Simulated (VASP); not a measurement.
A run of VASP 6.6.1:

POSCAR

```
ScCu
1.0
    3.2560000000      0.0000000000      0.0000000000
    0.0000000000      3.2560000000      0.0000000000
    0.0000000000      0.0000000000      3.2560000000
Sc Cu
1 1
Direct
    0.5000000000      0.5000000000      0.5000000000
    0.0000000000      0.0000000000      0.0000000000
```

File INCAR.step1:

```
PREC = Accurate
ENCUT = 520
ISMEAR = 0
SIGMA = 0.15
LREAL = False
LASPH = True
NELM = 100
NBANDS = 18
GGA = PE
ALGO = Normal
EDIFF = 1E-4
LWAVE = True
LCHARG = False
```

The input INCAR.step2:

```
PREC = Accurate
ENCUT = 520
EDIFF = 1E-7
ISMEAR = 0
SIGMA = 0.15
LREAL = False
LASPH = True
NELM = 100
ALGO = Normal
ISIF = 2
LWAVE = False
LCHARG = True
METAGGA = R2SCAN
LMIXTAU = True
LELF = True
LVHAR = True
NBANDS = 18
ISTART = 1
```

Contents of KPOINTS:

```
Automatic mesh
0
Gamma
  14 14 14
```

Potentials or basis: VASP PAW PBE potentials, release 64 (Sc_sv, Cu).

Run with:

```sh
$ cat potpaw_PBE.64/Sc_sv/POTCAR potpaw_PBE.64/Cu/POTCAR > POTCAR
$ cp INCAR.step1 INCAR
$ mpirun -np 1 vasp_std > vasp.out
$ cp INCAR.step2 INCAR
$ mpirun -np 1 vasp_std > vasp.out
```

Hardware: 1 thread of AMD EPYC 7R13 Processor (Zen 3), with other jobs on the host.

Question: Estimate the wall time of this run.

Answer: It took 3.4 min on 1 thread of AMD EPYC 7R13 Processor (Zen 3), on a shared host, peak memory 0.17 GiB. Counts: scf iterations 11, k points 120.
